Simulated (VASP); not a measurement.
Consider the following.

```
LiBr
1.0
    0.00000     2.75216     2.75216
    2.75216     0.00000     2.75216
    2.75216     2.75216     0.00000
Li Br
1 1
Direct
  0.00000   0.00000   0.00000
  0.50000   0.50000   0.50000
```

Level of theory: HSE06 screened hybrid, VASP's PBE PAW potentials (set 64) (plane waves; VASP). Numerical set-up: 520 eV cut-off, 6×6×6 Γ-centred mesh, Gaussian smearing of 0.050 eV, potentials Li_sv Br.

Estimate the energy per atom (σ→0), band gap (over the mesh, the named points and PBE's band edges) with the smallest direct gap where there is one.

```
Item                                                                                Result
--------------------------------------------------------------------------  --------------
band gap (over the mesh, the named points and PBE's band edges)                    6.16 eV
smallest direct gap (over the mesh, the named points and PBE's band edges)         6.17 eV
energy per atom (σ→0)                                                       -3.809 eV/atom
```

The compound is LiBr in the rock salt structure. It was relaxed first.
